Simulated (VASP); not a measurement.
Input for VASP

INCAR:
```
# general
SYSTEM  = Mo
PREC    = Accurate
ENCUT   = 400
LREAL   = F
LASPH   = T

# electronic loop
EDIFF   = 1E-6
NELM    = 100
ALGO    = Normal
LMAXMIX = 4
LMIXTAU = T

# smearing
ISMEAR  = 1
SIGMA   = 0.1

# functional
METAGGA = R2SCAN

# ions
IBRION  = 2
NSW     = 60
ISIF    = 3
EDIFFG  = -0.01

# output
LWAVE   = F
LCHARG  = F
```

POSCAR:
```
Mo
1.0
 -1.5750000000   1.5750000000   1.5750000000
  1.5750000000  -1.5750000000   1.5750000000
  1.5750000000   1.5750000000  -1.5750000000
Mo
1
Direct
  0.0000000000   0.0000000000   0.0000000000
```

### KPOINTS
```
kpoints
0
G
 15 15 15
```

POTCAR, in this order: Mo_sv (PBE.64 set). Program: vasp_std.

**Question.** Write an equivalent input for Ansatz.

**Answer.** One equivalent input (not run):
Ansatz 0.2 input:
```yaml
crystal:
  lattice:
    - [-1.5750000, 1.5750000, 1.5750000]
    - [1.5750000, -1.5750000, 1.5750000]
    - [1.5750000, 1.5750000, -1.5750000]
  atoms:
    - { symbol: Mo, position: [0.0000000, 0.0000000, 0.0000000] }
kpoints:
  mp_grid: { grid: [15, 15, 15] }
hamiltonian:
  xc: r2scan
  pseudopotentials: { kind: paw }
scf:
  occupations: { method: methfessel_paxton, width: 0.1 }
  max_iter: 100
relax:
  max_steps: 60
  f_tol: 0.01
  cell: {}
output: { forces: true, stress: true, eigenvalues: true }
```
What does not carry over: each code has its own PAW files, so the cut-off isn't converted (ENCUT is set for VASP's; basis.ecutwfc is left out, and Ansatz then takes the one that its files recommend); Ansatz stops its SCF on the density residual and VASP on the energy change (EDIFF).

The compound is Mo in the bcc structure. This run relaxes it. Symmetry was kept, so distortions that lower it aren't found.
